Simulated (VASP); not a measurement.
## CuF: equilibrium volume by level of theory

```
Cu F
1.0
     2.47101    0.00000    0.00000
     0.00000    2.47101    0.00000
     0.00000    0.00000    3.41650
Cu F
1 1
Direct
  0.00000 0.00000 0.00000
  0.50000 0.50000 0.50000
```

The cell comes from a database or a generator and needn't be the stable form of this composition.

| rung | level | program and potentials | cutoff (eV) | k mesh | smearing | equilibrium volume (Å³/atom) | notes |
| --- | --- | --- | --- | --- | --- | --- | --- |
| GGA | PBE | VASP, PBE PAW files Cu, F, 600 eV | 600 | 11 × 11 × 8 | gaussian 0.05 | 10.86 | - |
| meta-GGA | SCAN | VASP, PBE PAW files Cu, F, 600 eV | 600 | 11 × 11 × 8 | gaussian 0.05 | 10.17 | potentials made for PBE |
| meta-GGA | r2SCAN | VASP, PBE PAW files Cu, F, 600 eV | 600 | 11 × 11 × 8 | gaussian 0.05 | 10.27 | potentials made for PBE |
| meta-GGA + dispersion | r2SCAN+D4 | VASP, PBE PAW files Cu, F, 600 eV | 600 | 11 × 11 × 8 | gaussian 0.05 | 10.17 | potentials made for PBE |

Task: relaxation of cell and atoms. All rows: no spin polarisation. Smearing widths are in eV. For a metal such meshes aren't converged. Meshes are those of the run's cell of 2 atoms unless a note names another. Relaxations start from the cell shown or near it and stop with a little pressure left. Runs on faulty files, with rough fits or with known faults for this quantity aren't shown. No row holds spin-orbit coupling.

By rung: GGA 10.86; meta-GGA 10.17 to 10.27; meta-GGA + dispersion 10.17 (Å³/atom).
